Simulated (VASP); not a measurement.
## How precision settings and SCF solver change a VASP run on PbSe (Clausthalite)

Aim: find what the precision settings and SCF solver change for PbSe (Clausthalite), and what they cost. The series runs use r2SCAN. The precision settings tried: PREC = Low; PREC = Medium; PREC = Normal; PREC = Single; PREC = Accurate; LREAL = Auto; ADDGRID = .TRUE.; LASPH = .TRUE.. The SCF solver tried: ALGO = Normal; ALGO = Fast; ALGO = VeryFast; ALGO = All; ALGO = Damped; AMIX = 0.1, BMIX = 0.01; AMIX = 0.8; IMIX = 1, AMIX = 0.2. The start is a cell from a database of measured crystal structures.

Main program and level: VASP 6.6.1; r2SCAN; plane waves and PAW (Pb_d, Se).

## 1. Set-up

Symmetry: Fm-3m, No. 225, cubic system. The conventional cell has a = 6.121 Å, b = 6.121 Å, c = 6.121 Å, α = 90.00°, β = 90.00°, γ = 90.00°. Nearest to Pb lie 6 Se at 3.06 Å. Nearest to Se lie 6 Pb at 3.06 Å. Farther neighbours and most contacts between anions are not listed.

Coordinates:

```cif
data_structure
_symmetry_space_group_name_H-M 'Fm-3m'
_symmetry_Int_Tables_number 225
_cell_length_a 6.1213
_cell_length_b 6.1213
_cell_length_c 6.1213
_cell_angle_alpha 90.000
_cell_angle_beta 90.000
_cell_angle_gamma 90.000
_cell_volume 229.37
loop_
_atom_site_label
_atom_site_type_symbol
_atom_site_symmetry_multiplicity
_atom_site_Wyckoff_symbol
_atom_site_fract_x
_atom_site_fract_y
_atom_site_fract_z
_atom_site_occupancy
Pb1 Pb 4 a 0.00000 0.00000 0.00000 1
Se1 Se 4 b 0.50000 0.00000 0.00000 1
```

## 2. Precision settings: PREC = Low

PREC sets the FFT grids, and LREAL, ADDGRID and LASPH trade speed for accuracy. r2SCAN adds the kinetic-energy density, costs more than a GGA and is run with LASPH.

INCAR reads:

```
SYSTEM = PbSe
PREC = Low
ENCUT = 400
EDIFF = 1E-06
NELM = 100
ISMEAR = -1
SIGMA = 0.05
LREAL = .FALSE.
ALGO = Normal
METAGGA = R2SCAN
LASPH = .TRUE.
NBANDS = 16
LORBIT = 11
LWAVE = .FALSE.
LCHARG = .FALSE.
KPAR = 2
ISIF = 2
```

POSCAR reads:

```
PbSe
1.0
    0.0000000000      3.0606500000      3.0606500000
    3.0606500000      0.0000000000      3.0606500000
    3.0606500000      3.0606500000      0.0000000000
Pb Se
1 1
Direct
    0.0000000000      0.0000000000      0.0000000000
    0.5000000000      0.5000000000      0.5000000000
```

KPOINTS reads:

```
Automatic mesh
0
Gamma
6 6 6
0 0 0
```

Potentials, in the order of the species: Pb_d and Se (PBE family, release 64).

Command:

```
mpirun -np 2 vasp_std
```

The log of the run:

```text
[banner, memory and clock lines left out]
running    2 mpi-ranks, on    1 nodes
 distrk:  each k-point on    1 cores,    2 groups
 distr:  one band on    1 cores,    1 groups

 POSCAR found type information on POSCAR PbSe
 POSCAR found :  2 types and       2 ions
|                                                                             |
|               ----> ADVICE to this user running VASP <----                  |
|                                                                             |
|     You enforced a specific xc type in the INCAR file but a different       |
|     [... a line on the potential file left out ...]
|     I HOPE YOU KNOW WHAT YOU ARE DOING!                                     |
|                                                                             |

 LDA part: xc-table for (None), standard interpolation
 POSCAR, INCAR and KPOINTS ok, starting setup
 FFT: planning ... GRIDC
 FFT: planning ... GRID_SOFT
 FFT: planning ... GRID
 WAVECAR not read
 entering main loop
       N       E                     dE             d eps       ncg     rms          rms(c)
DAV:   1     0.806359566785E+02    0.80636E+02   -0.83131E+03   512   0.108E+03
DAV:   2    -0.662927245733E+02   -0.14693E+03   -0.14221E+03   544   0.301E+02
DAV:   3    -0.764754283328E+02   -0.10183E+02   -0.10156E+02   696   0.845E+01
DAV:   4    -0.766578894259E+02   -0.18246E+00   -0.18244E+00   616   0.140E+01
DAV:   5    -0.766644710277E+02   -0.65816E-02   -0.65814E-02   720   0.235E+00    0.301E+00
DAV:   6    -0.719341138886E+02    0.47304E+01   -0.19372E+00   608   0.248E+01    0.221E+00
DAV:   7    -0.719173992264E+02    0.16715E-01   -0.22943E-01   608   0.411E+00    0.114E+00
DAV:   8    -0.719281567440E+02   -0.10758E-01   -0.15498E-02   688   0.152E+00    0.541E-01
DAV:   9    -0.719321719021E+02   -0.40152E-02   -0.71249E-03   568   0.102E+00    0.174E-01
DAV:  10    -0.719320163708E+02    0.15553E-03   -0.33371E-04   680   0.278E-01    0.746E-02
DAV:  11    -0.719320915295E+02   -0.75159E-04   -0.39124E-04   656   0.269E-01    0.417E-02
DAV:  12    -0.719320669878E+02    0.24542E-04   -0.71309E-05   680   0.133E-01    0.629E-03
DAV:  13    -0.719320671030E+02   -0.11519E-06   -0.69721E-06   680   0.341E-02
   1 F= -.71932067E+02 E0= -.71932029E+02  d E =-.761268E-04
```

Elapsed: 17 s, on 2 MPI ranks of AMD EPYC 7R43, shared host; peak memory 0.17 GiB.

Lines that name or quote the potential files are left out of all logs, and their timing lines are given in words.

Parts of OUTCAR (step 2):

```text
ion  position               nearest neighbor table
   1  0.000  0.000  0.000-   2 3.06   2 3.06   2 3.06   2 3.06   2 3.06   2 3.06
   2  0.500  0.500  0.500-   1 3.06   1 3.06   1 3.06   1 3.06   1 3.06   1 3.06

  LATTYP: Found a face centered cubic cell.
 ALAT       =     6.1213000000

 Subroutine GETGRP returns: Found 48 space group operations
 (whereof 48 operations were pure point group operations)

The static configuration has the point symmetry O_h .

 Found     16 irreducible k-points:

   k-points           NKPTS =     16   k-points in BZ     NKDIM =     16   number of bands    NBANDS=     16

   dimension x,y,z NGX =    24 NGY =   24 NGZ =   24
   dimension x,y,z NGXF=    24 NGYF=   24 NGZF=   24

   ENCUT  =  400.0 eV  29.40 Ry    5.42 a.u.   7.06  7.06  7.06*2*pi/ulx,y,z

   NELECT =      20.0000    total number of electrons

 k-points in reciprocal lattice and weights: Automatic mesh
   0.00000000  0.00000000  0.00000000       0.005
   0.16666667  0.00000000  0.00000000       0.037
   0.33333333  0.00000000  0.00000000       0.037
   0.50000000  0.00000000  0.00000000       0.019
   0.16666667  0.16666667  0.00000000       0.028
   0.33333333  0.16666667  0.00000000       0.111
   0.50000000  0.16666667  0.00000000       0.111
  -0.33333333  0.16666667  0.00000000       0.111
  -0.16666667  0.16666667  0.00000000       0.056
[...]
-0.33333333  0.33333333  0.16666667       0.111
  -0.33333333  0.50000000  0.16666667       0.056

 average (electrostatic) potential at core
       1 -98.5072       2 -57.2675

 E-fermi :   5.2113

 k-point     1 :       0.0000    0.0000    0.0000
  band No.  band energies     occupation
    ...
      6      -9.2344      2.00000
      7      -1.4351      2.00000
      8       2.8867      2.00000
      9       2.8868      2.00000
     10       2.8868      2.00000
     11       9.9574      0.00000
     12       9.9574      0.00000
     13       9.9583      0.00000
     14      11.8755      0.00000
     15      11.8756      0.00000
    ...

 k-point     2 :       0.1667    0.0000    0.0000
  band No.  band energies     occupation
    ...
      6      -9.0197      2.00000
      7      -2.1702      2.00000
      8       2.9641      2.00000
      9       2.9642      2.00000
     10       3.4159      2.00000
     11       8.3530      0.00000
     12       8.8631      0.00000
     13       8.8639      0.00000
     14      11.6615      0.00000
     15      12.4722      0.00000
    ...

 k-point     3 :       0.3333    0.0000    0.0000
  band No.  band energies     occupation
    ...
      6      -8.4882      2.00000
      7      -3.4783      2.00000
      8       3.1679      2.00000
      9       3.1680      2.00000
     10       4.2734      2.00000
     11       6.5123      0.00000
     12       7.4317      0.00000
     13       7.4326      0.00000
     14      12.4611      0.00000
     15      13.9749      0.00000
    ...

  Total        0.5136873      0.5136873      0.5136873      0.0000000      0.0000000      0.0000000
  in kB       14.3528579     14.3528579     14.3528579      0.0000000      0.0000000      0.0000000
  external PRESSURE =      14.3528579 kB  Pullay stress =       0.0000000 kB

  energy-cutoff  :      400.00
  volume of cell :       57.34
      direct lattice vectors                 reciprocal lattice vectors
     0.000000000  3.060650000  3.060650000    -0.163363991  0.163363991  0.163363991
     3.060650000  0.000000000  3.060650000     0.163363991 -0.163363991  0.163363991
     3.060650000  3.060650000  0.000000000     0.163363991  0.163363991 -0.163363991

 POSITION                                       TOTAL-FORCE (eV/Angst)
 -----------------------------------------------------------------------------------
      0.00000      0.00000      0.00000        -0.000000     -0.000000      0.000000
      3.06065      3.06065      3.06065         0.000000      0.000000     -0.000000
 -----------------------------------------------------------------------------------
    total drift:                               -0.000000     -0.000000     -0.000000

  FREE ENERGIE OF THE ION-ELECTRON SYSTEM (eV)
  ---------------------------------------------------
  free  energy   TOTEN  =       -71.9320671030 eV

  energy  without entropy=      -71.9319909762  energy(sigma->0) =      -71.93202904

 total charge
# of ion       s       p       d       tot
------------------------------------------
    1        1.476   0.516   9.835  11.827
    2        1.461   2.394   0.017   3.872
--------------------------------------------------
tot          2.937   2.910   9.852  15.700

[... 3 further parts left out ...]
```

The gap is read on the k-mesh alone, so it is an upper bound where the band edges lie off the mesh. Spin-orbit coupling is off here; with elements this heavy it splits and shifts levels by tenths of an eV or more. The PAW data sets were made with PBE, which is usual practice but a small mismatch for other functionals.

This step gave:

```
SCF cycles                     : 13
electrons                      : 20
bands                          : 16
irreducible k-points           : 16
symmetry operations            : 48
free energy (TOTEN)            : -71.9321 eV
Fermi energy                   : 5.211 eV
pressure                       : 1.435 GPa
metallic                       : no
valence top at k               : 0.5, 0, 0
conduction bottom at k         : 0.5, 0, 0
least direct gap at k          : 0.5, 0, 0
gap on the k-mesh              : 0.5799 eV
least direct gap on the k-mesh : 0.5799 eV
```

The series starts at -35.9660 eV an atom and 1.44 GPa, after 13 cycles in 17 s.

## 3. Precision settings: PREC = Medium

INCAR, as its differences from that of step 2:

```diff
@@ -1,3 +1,3 @@
 SYSTEM = PbSe
-PREC = Low
+PREC = Medium
 ENCUT = 400
```

POSCAR is that of step 2.

KPOINTS is that of step 2.

Command:

```
mpirun -np 2 vasp_std
```

The log of the run:

```text
[banner, memory and clock lines left out]
running    2 mpi-ranks, on    1 nodes
[...]
[... a notice as in an earlier step ...]

 LDA part: xc-table for (None), standard interpolation
 POSCAR, INCAR and KPOINTS ok, starting setup
[...]
entering main loop
       N       E                     dE             d eps       ncg     rms          rms(c)
DAV:   1     0.806333773539E+02    0.80633E+02   -0.83130E+03   512   0.108E+03
DAV:   2    -0.662936142756E+02   -0.14693E+03   -0.14221E+03   544   0.301E+02
DAV:   3    -0.764759655905E+02   -0.10182E+02   -0.10155E+02   696   0.845E+01
DAV:   4    -0.766584085521E+02   -0.18244E+00   -0.18242E+00   616   0.140E+01
[...]
DAV:  11    -0.719319354529E+02   -0.74846E-04   -0.38127E-04   656   0.264E-01    0.410E-02
DAV:  12    -0.719319117096E+02    0.23743E-04   -0.68440E-05   680   0.130E-01    0.641E-03
DAV:  13    -0.719319118715E+02   -0.16188E-06   -0.70843E-06   680   0.346E-02
   1 F= -.71931912E+02 E0= -.71931874E+02  d E =-.763511E-04
```

Elapsed: 17 s, on 2 MPI ranks; peak memory 0.18 GiB; 33 s of CPU time.

Parts of OUTCAR (step 3):

```text
  Total        0.5191696      0.5191696      0.5191696      0.0000000     -0.0000000     -0.0000000
  in kB       14.5060397     14.5060397     14.5060397      0.0000000     -0.0000000     -0.0000000
  external PRESSURE =      14.5060397 kB  Pullay stress =       0.0000000 kB

 POSITION                                       TOTAL-FORCE (eV/Angst)
 -----------------------------------------------------------------------------------
      0.00000      0.00000      0.00000        -0.000000      0.000000      0.000000
      3.06065      3.06065      3.06065         0.000000     -0.000000     -0.000000
 -----------------------------------------------------------------------------------
    total drift:                               -0.000000      0.000000      0.000000

  FREE ENERGIE OF THE ION-ELECTRON SYSTEM (eV)
  ---------------------------------------------------
  free  energy   TOTEN  =       -71.9319118715 eV

  energy  without entropy=      -71.9318355204  energy(sigma->0) =      -71.93187370

[... 2 parts as in an earlier step ...]

[... 1 further part left out ...]
[key lines of the parts left out:]
E-fermi :   5.2109
```

Against the first of the series the energy moves by +0.08 meV an atom and the pressure by +0.02 GPa, after 13 cycles in 17 s.

## 4. Precision settings: PREC = Normal

INCAR, as its differences from that of step 3:

```diff
@@ -1,3 +1,3 @@
 SYSTEM = PbSe
-PREC = Medium
+PREC = Normal
 ENCUT = 400
```

POSCAR is that of step 3.

KPOINTS is that of step 3.

Command:

```
mpirun -np 2 vasp_std
```

The log of the run:

```text
[... set-up lines as in an earlier step ...]
 entering main loop
       N       E                     dE             d eps       ncg     rms          rms(c)
DAV:   1     0.806325994643E+02    0.80633E+02   -0.83130E+03   512   0.108E+03
DAV:   2    -0.662937006262E+02   -0.14693E+03   -0.14221E+03   544   0.301E+02
DAV:   3    -0.764758936309E+02   -0.10182E+02   -0.10155E+02   696   0.845E+01
DAV:   4    -0.766583313627E+02   -0.18244E+00   -0.18241E+00   616   0.140E+01
[...]
DAV:  11    -0.719320364900E+02   -0.73889E-04   -0.37927E-04   656   0.263E-01    0.411E-02
DAV:  12    -0.719320127214E+02    0.23769E-04   -0.68714E-05   680   0.131E-01    0.639E-03
DAV:  13    -0.719320128444E+02   -0.12306E-06   -0.70100E-06   680   0.344E-02
   1 F= -.71932013E+02 E0= -.71931975E+02  d E =-.764018E-04
```

It took 18 s on 2 MPI ranks; peak memory 0.22 GiB.

OUTCAR, selected parts (step 4):

```text
  Total        0.5167401      0.5167401      0.5167401     -0.0000000     -0.0000000     -0.0000000
  in kB       14.4381570     14.4381570     14.4381570     -0.0000000     -0.0000000     -0.0000000
  external PRESSURE =      14.4381570 kB  Pullay stress =       0.0000000 kB

 POSITION                                       TOTAL-FORCE (eV/Angst)
 -----------------------------------------------------------------------------------
      0.00000      0.00000      0.00000        -0.000000     -0.000000      0.000000
      3.06065      3.06065      3.06065         0.000000      0.000000     -0.000000
 -----------------------------------------------------------------------------------
    total drift:                                0.000000     -0.000000     -0.000000

  FREE ENERGIE OF THE ION-ELECTRON SYSTEM (eV)
  ---------------------------------------------------
  free  energy   TOTEN  =       -71.9320128444 eV

  energy  without entropy=      -71.9319364426  energy(sigma->0) =      -71.93197464

[... 2 parts as in an earlier step ...]

[... 1 further part left out ...]
[key lines of the parts left out:]
E-fermi :   5.2108
```

Against the first of the series the energy moves by +0.03 meV an atom and the pressure by +0.01 GPa, after 13 cycles in 18 s.

## 5. Precision settings: PREC = Single

INCAR, as its differences from that of step 4:

```diff
@@ -1,3 +1,3 @@
 SYSTEM = PbSe
-PREC = Normal
+PREC = Single
 ENCUT = 400
```

POSCAR is that of step 4.

KPOINTS is that of step 4.

Command:

```
mpirun -np 2 vasp_std
```

The log of the run:

```text
[... set-up lines as in an earlier step ...]
 entering main loop
       N       E                     dE             d eps       ncg     rms          rms(c)
DAV:   1     0.806328499456E+02    0.80633E+02   -0.83130E+03   512   0.108E+03
DAV:   2    -0.662938223893E+02   -0.14693E+03   -0.14221E+03   544   0.301E+02
DAV:   3    -0.764760999293E+02   -0.10182E+02   -0.10155E+02   696   0.845E+01
DAV:   4    -0.766585414877E+02   -0.18244E+00   -0.18242E+00   616   0.140E+01
[...]
DAV:  11    -0.719325154640E+02   -0.74052E-04   -0.38406E-04   656   0.266E-01    0.413E-02
DAV:  12    -0.719324916651E+02    0.23799E-04   -0.69338E-05   680   0.132E-01    0.635E-03
DAV:  13    -0.719324918498E+02   -0.18476E-06   -0.70604E-06   680   0.345E-02
   1 F= -.71932492E+02 E0= -.71932454E+02  d E =-.763532E-04
```

Wall time 24 s (2 MPI ranks); peak memory 0.17 GiB; 46 s of CPU time.

From OUTCAR (step 5):

```text
  Total        0.5155506      0.5155506      0.5155506      0.0000000      0.0000000     -0.0000000
  in kB       14.4049220     14.4049220     14.4049220      0.0000000      0.0000000     -0.0000000
  external PRESSURE =      14.4049220 kB  Pullay stress =       0.0000000 kB

 POSITION                                       TOTAL-FORCE (eV/Angst)
 -----------------------------------------------------------------------------------
      0.00000      0.00000      0.00000         0.000000      0.000000      0.000000
      3.06065      3.06065      3.06065        -0.000000     -0.000000     -0.000000
 -----------------------------------------------------------------------------------
    total drift:                               -0.000000      0.000000      0.000000

  FREE ENERGIE OF THE ION-ELECTRON SYSTEM (eV)
  ---------------------------------------------------
  free  energy   TOTEN  =       -71.9324918498 eV

  energy  without entropy=      -71.9324154966  energy(sigma->0) =      -71.93245367

[... 2 parts as in an earlier step ...]

[... 1 further part left out ...]
[key lines of the parts left out:]
E-fermi :   5.2110
```

Against the first of the series the energy moves by -0.21 meV an atom and the pressure by +0.01 GPa, after 13 cycles in 24 s.

## 6. Precision settings: PREC = Accurate

INCAR, as its differences from that of step 5:

```diff
@@ -1,3 +1,3 @@
 SYSTEM = PbSe
-PREC = Single
+PREC = Accurate
 ENCUT = 400
```

POSCAR is that of step 5.

KPOINTS is that of step 5.

Command:

```
mpirun -np 2 vasp_std
```

The log of the run:

```text
[... set-up lines as in an earlier step ...]
 entering main loop
       N       E                     dE             d eps       ncg     rms          rms(c)
DAV:   1     0.806325669203E+02    0.80633E+02   -0.83130E+03   512   0.108E+03
DAV:   2    -0.662937282517E+02   -0.14693E+03   -0.14221E+03   544   0.301E+02
DAV:   3    -0.764759172546E+02   -0.10182E+02   -0.10155E+02   696   0.845E+01
DAV:   4    -0.766583543167E+02   -0.18244E+00   -0.18241E+00   616   0.140E+01
[...]
DAV:  11    -0.719320983406E+02   -0.74094E-04   -0.37881E-04   656   0.263E-01    0.410E-02
DAV:  12    -0.719320745587E+02    0.23782E-04   -0.68645E-05   680   0.130E-01    0.641E-03
DAV:  13    -0.719320746764E+02   -0.11765E-06   -0.70188E-06   680   0.345E-02
   1 F= -.71932075E+02 E0= -.71932036E+02  d E =-.763949E-04
```

Run time: 27 s. Hardware: 2 MPI ranks; peak memory 0.26 GiB; 51 s of CPU time.

From OUTCAR (step 6):

```text
  Total        0.5163934      0.5163934      0.5163934      0.0000000     -0.0000000      0.0000000
  in kB       14.4284707     14.4284707     14.4284707      0.0000000     -0.0000000      0.0000000
  external PRESSURE =      14.4284707 kB  Pullay stress =       0.0000000 kB

 POSITION                                       TOTAL-FORCE (eV/Angst)
 -----------------------------------------------------------------------------------
      0.00000      0.00000      0.00000        -0.000000      0.000000     -0.000000
      3.06065      3.06065      3.06065         0.000000     -0.000000      0.000000
 -----------------------------------------------------------------------------------
    total drift:                               -0.000000      0.000000      0.000000

  FREE ENERGIE OF THE ION-ELECTRON SYSTEM (eV)
  ---------------------------------------------------
  free  energy   TOTEN  =       -71.9320746764 eV

  energy  without entropy=      -71.9319982815  energy(sigma->0) =      -71.93203648

[... 2 parts as in an earlier step ...]

[... 1 further part left out ...]
[key lines of the parts left out:]
E-fermi :   5.2108
```

Against the first of the series the energy stays within 0.01 meV an atom; the pressure moves by +0.01 GPa, after 13 cycles in 27 s.

(Part 1 of 3 ends here.)

[Lines on the potential files, build, host, timing and source positions are cut from VASP's logs without a mark.]

[Logs are printed without paths, hosts, clocks, repeated set-up lines and the standing remarks that a program may print on its own settings, such as how far it seeks lower states.]

[Hosts, paths, dates, database ids (printed as entryN), source tags and the programs' standing remarks are cut or masked in the printed files.]

[A measured line is paired with the nearest computed mode of its activity, which favours agreement.]
